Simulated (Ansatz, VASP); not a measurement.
CaAl4O in VASP and in Ansatz

```xyz
6
Lattice="0.0000 3.8492 3.8492 3.8492 0.0000 3.8492 3.8492 3.8492 0.0000" Properties=species:S:1:pos:R:3 pbc="T T T"
Ca    0.0000    0.0000    0.0000
Al    2.8816    4.8167    4.8167
Al    2.8816    2.8816    2.8816
Al    4.8167    2.8816    4.8167
Al    4.8167    4.8167    2.8816
O     5.7738    5.7738    5.7738
```

Change from the starting cell: species swapped into the MgBe4Cu type (F-43m, No. 216).

Alike in both runs: functional PBE; k mesh 4 × 4 × 4; occupations gaussian, width 0.1 eV; no spin polarisation.

Ansatz relaxed the structure, and its values are those at the end. VASP's run is a single point on that final structure, the one shown.

|  | VASP | Ansatz |
| --- | --- | --- |
| version | VASP 6.6.1 | Ansatz 0.2.0 |
| potentials or method | VASP PAW PBE potentials, release 64 (Ca_sv, Al, O) | scalar-relativistic, plane waves, PAW |
| plane-wave cutoff (eV) | 520 | 420 |
| valence electrons in the cell | 28 | 28 |

|  | VASP | Ansatz | Ansatz less VASP |
| --- | --- | --- | --- |
| gap on the k mesh at the Fermi level (eV) | none | none | - |
| pressure (GPa) | 0.4 | 0.4 | -0.01 |

A gap of «none» marks a metal or a gap that the smearing closes. With one functional, cell and mesh, what is left measures potentials, basis and numerics.
